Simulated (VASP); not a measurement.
Calculation: PBEsol GGA, VASP's PBE PAW potentials (set 64) (plane waves; VASP).

The input files of a VASP run:

INCAR:
```
SYSTEM  =  CoGe
PREC  =  Accurate; ENCUT  =  400; LREAL  =  .FALSE.
LASPH  =  .TRUE.
EDIFF  =  1E-6; NELM  =  100; ALGO  =  Normal
LMAXMIX  =  4
ISMEAR  =  1; SIGMA  =  0.1
GGA  =  PS
MAGMOM  =  3.0 0.0
ISPIN  =  2
IBRION  =  2; NSW  =  60; ISIF  =  3
EDIFFG  =  -0.01
LWAVE  =  .FALSE.; LCHARG  =  .FALSE.; LORBIT  =  10
```

KPOINTS:
```
Automatic mesh
0
Gamma
11 11 11
0 0 0
```

POSCAR:
```
CoGe
1.0
  2.8699690000   0.0000000000   0.0000000000
  0.0000000000   2.8699690000   0.0000000000
  0.0000000000   0.0000000000   2.8699690000
Co Ge
1 1
Direct
  0.0000000000   0.0000000000   0.0000000000
  0.5000000000   0.5000000000   0.5000000000
```

POTCAR, in this order: Co Ge_d (PBE.64 set). Program: vasp_std.

Output of the run:

**OSZICAR**
```
       N       E                     dE             d eps       ncg     rms          rms(c)
DAV:   1     0.103703874315E+03    0.10370E+03   -0.95235E+03  4138   0.300E+03
DAV:   2    -0.451010692730E+01   -0.10821E+03   -0.10525E+03  3838   0.382E+02
DAV:   3    -0.135713778903E+02   -0.90613E+01   -0.89743E+01  4133   0.974E+01
DAV:   4    -0.137455642647E+02   -0.17419E+00   -0.17406E+00  4414   0.140E+01
DAV:   5    -0.137511180429E+02   -0.55538E-02   -0.55535E-02  4839   0.228E+00    0.142E+01
DAV:   6    -0.168173371883E+02   -0.30662E+01   -0.43933E+01  4151   0.748E+01    0.175E+01
DAV:   7    -0.129049501986E+02    0.39124E+01   -0.15234E+01  3932   0.548E+01    0.189E+00
DAV:   8    -0.129122190253E+02   -0.72688E-02   -0.40637E-01  4301   0.555E+00    0.137E+00
DAV:   9    -0.128966011425E+02    0.15618E-01   -0.63260E-02  4769   0.278E+00    0.598E-01
DAV:  10    -0.128951598008E+02    0.14413E-02   -0.13112E-03  4759   0.428E-01    0.171E-01
DAV:  11    -0.128947840221E+02    0.37578E-03   -0.10542E-03  5588   0.384E-01    0.718E-02
DAV:  12    -0.128947500003E+02    0.34022E-04   -0.71901E-05  4460   0.150E-01    0.359E-02
DAV:  13    -0.128947541673E+02   -0.41671E-05   -0.10329E-05  5282   0.447E-02    0.121E-02
DAV:  14    -0.128947520320E+02    0.21354E-05   -0.78393E-07  2109   0.198E-02    0.733E-03
DAV:  15    -0.128947512131E+02    0.81885E-06   -0.59986E-07  1961   0.156E-02
   1 F= -.12894751E+02 E0= -.12894529E+02  d E =-.128948E+02  mag=     0.6818
       N       E                     dE             d eps       ncg     rms          rms(c)
DAV:   1    -0.129806605837E+02   -0.85909E-01   -0.11338E+00  4109   0.212E+01    0.233E+00
DAV:   2    -0.130360501957E+02   -0.55390E-01   -0.13915E+00  3948   0.140E+01    0.315E+00
DAV:   3    -0.129052205086E+02    0.13083E+00   -0.68157E-01  4126   0.997E+00    0.668E-01
DAV:   4    -0.128963714249E+02    0.88491E-02   -0.22179E-02  4556   0.236E+00    0.242E-01
DAV:   5    -0.128958813045E+02    0.49012E-03   -0.11788E-03  5170   0.610E-01    0.114E-01
DAV:   6    -0.128956825203E+02    0.19878E-03   -0.34765E-04  5074   0.393E-01    0.502E-02
DAV:   7    -0.128956698963E+02    0.12624E-04   -0.42197E-05  4840   0.997E-02    0.153E-02
DAV:   8    -0.128956683467E+02    0.15496E-05   -0.30207E-06  3049   0.294E-02    0.639E-03
DAV:   9    -0.128956679521E+02    0.39457E-06   -0.42492E-07  1979   0.116E-02
   2 F= -.12895668E+02 E0= -.12895515E+02  d E =-.916739E-03  mag=     0.7389
       N       E                     dE             d eps       ncg     rms          rms(c)
DAV:   1    -0.129069642513E+02   -0.11296E-01   -0.13944E-01  4121   0.725E+00    0.867E-01
DAV:   2    -0.129178324762E+02   -0.10868E-01   -0.18912E-01  3961   0.527E+00    0.140E+00
DAV:   3    -0.128972079319E+02    0.20625E-01   -0.97470E-02  4059   0.386E+00    0.237E-01
DAV:   4    -0.128961474859E+02    0.10604E-02   -0.27007E-03  4497   0.783E-01    0.753E-02
DAV:   5    -0.128960857737E+02    0.61712E-04   -0.16087E-04  5198   0.218E-01    0.410E-02
DAV:   6    -0.128960685893E+02    0.17184E-04   -0.34417E-05  4851   0.121E-01    0.175E-02
DAV:   7    -0.128960683829E+02    0.20648E-06   -0.42269E-06  3688   0.281E-02
   3 F= -.12896068E+02 E0= -.12895859E+02  d E =-.131717E-02  mag=     0.7171
       N       E                     dE             d eps       ncg     rms          rms(c)
DAV:   1    -0.128977297383E+02   -0.16611E-02   -0.22111E-02  4125   0.290E+00    0.346E-01
DAV:   2    -0.128995558892E+02   -0.18262E-02   -0.30629E-02  3961   0.211E+00    0.583E-01
DAV:   3    -0.128961892012E+02    0.33667E-02   -0.16214E-02  4090   0.155E+00    0.945E-02
DAV:   4    -0.128960222654E+02    0.16694E-03   -0.43546E-04  4521   0.318E-01    0.311E-02
DAV:   5    -0.128960122661E+02    0.99993E-05   -0.27965E-05  5216   0.914E-02    0.167E-02
DAV:   6    -0.128960098183E+02    0.24478E-05   -0.55502E-06  3119   0.488E-02    0.693E-03
DAV:   7    -0.128960098431E+02   -0.24781E-07   -0.77907E-07  2399   0.121E-02
   4 F= -.12896010E+02 E0= -.12895788E+02  d E =-.125863E-02  mag=     0.7086
       N       E                     dE             d eps       ncg     rms          rms(c)
DAV:   1    -0.128961827509E+02   -0.17293E-03   -0.18469E-03  4123   0.841E-01    0.994E-02
DAV:   2    -0.128963288726E+02   -0.14612E-03   -0.25171E-03  3960   0.600E-01    0.167E-01
DAV:   3    -0.128960554814E+02    0.27339E-03   -0.13369E-03  4088   0.444E-01    0.275E-02
DAV:   4    -0.128960409396E+02    0.14542E-04   -0.36526E-05  4526   0.925E-02    0.950E-03
DAV:   5    -0.128960397736E+02    0.11660E-05   -0.22743E-06  3115   0.272E-02    0.489E-03
DAV:   6    -0.128960393748E+02    0.39884E-06   -0.62240E-07  1918   0.146E-02
   5 F= -.12896039E+02 E0= -.12895820E+02  d E =-.128816E-02  mag=     0.7110
       N       E                     dE             d eps       ncg     rms          rms(c)
DAV:   1    -0.128962812997E+02   -0.24153E-03   -0.28432E-03  4117   0.104E+00    0.123E-01
DAV:   2    -0.128965094635E+02   -0.22816E-03   -0.39117E-03  3960   0.748E-01    0.208E-01
DAV:   3    -0.128960856049E+02    0.42386E-03   -0.20663E-03  4071   0.552E-01    0.335E-02
DAV:   4    -0.128960640354E+02    0.21570E-04   -0.56268E-05  4522   0.115E-01    0.118E-02
DAV:   5    -0.128960623360E+02    0.16994E-05   -0.36161E-06  3904   0.334E-02    0.615E-03
DAV:   6    -0.128960617514E+02    0.58464E-06   -0.83944E-07  1932   0.184E-02
   6 F= -.12896062E+02 E0= -.12895846E+02  d E =-.131054E-02  mag=     0.7141
```

File OUTCAR:
```
------------------------ aborting loop because EDIFF is reached ----------------------------------------
  FORCE on cell =-STRESS in cart. coord.  units (eV):
  Direction    XX          YY          ZZ          XY          YZ          ZX
  --------------------------------------------------------------------------------------
  Total        0.0152511      0.0152511      0.0152511      0.0000000     -0.0000000      0.0000000
  in kB        1.0232100      1.0232100      1.0232100      0.0000000     -0.0000000      0.0000000
  external PRESSURE =       1.0232100 kB  Pullay stress =       0.0000000 kB
  volume of cell :       23.88
      direct lattice vectors                 reciprocal lattice vectors
     2.879710662  0.000000000  0.000000000     0.347257109 -0.000000000 -0.000000000
     0.000000000  2.879710662  0.000000000    -0.000000000  0.347257109  0.000000000
     0.000000000 -0.000000000  2.879710662    -0.000000000 -0.000000000  0.347257109
 POSITION                                       TOTAL-FORCE (eV/Angst)
 -----------------------------------------------------------------------------------
      0.00000      0.00000      0.00000        -0.000000     -0.000000      0.000000
      1.43986      1.43986      1.43986         0.000000      0.000000      0.000000
 -----------------------------------------------------------------------------------
    total drift:                               -0.000000      0.000000     -0.000000
  FREE ENERGIE OF THE ION-ELECTRON SYSTEM (eV)
  ---------------------------------------------------
  free  energy   TOTEN  =       -12.8960617514 eV

  energy  without entropy=      -12.8954152958  energy(sigma->0) =      -12.89584627

 total charge

# of ion       s       p       d       tot
------------------------------------------
    1        0.396   0.480   7.525   8.401
    2        1.117   1.217  10.135  12.469
--------------------------------------------------
tot          1.513   1.697  17.660  20.870

 magnetization (x)

# of ion       s       p       d       tot
------------------------------------------
    1        0.010   0.001   0.713   0.723
    2        0.003   0.007  -0.009   0.002
--------------------------------------------------
tot          0.013   0.008   0.704   0.725

 reached required accuracy - stopping structural energy minimisation
```
(Selected blocks of OUTCAR.)

### CONTCAR
```
CoGe
   1.00000000000000
     2.8797106620407229    0.0000000000000000    0.0000000000000000
     0.0000000000000000    2.8797106620407229    0.0000000000000000
     0.0000000000000000   -0.0000000000000000    2.8797106620407229
  Co              Ge
     1     1
Direct
     0.0000000000000000    0.0000000000000000    0.0000000000000000
     0.5000000000000000    0.5000000000000000    0.5000000000000000
```

The structure was generated: CoGe was put into the CsCl type (Pm-3m), which need not be its known phase. This run relaxes it. Symmetry was kept, so distortions that lower it aren't found.
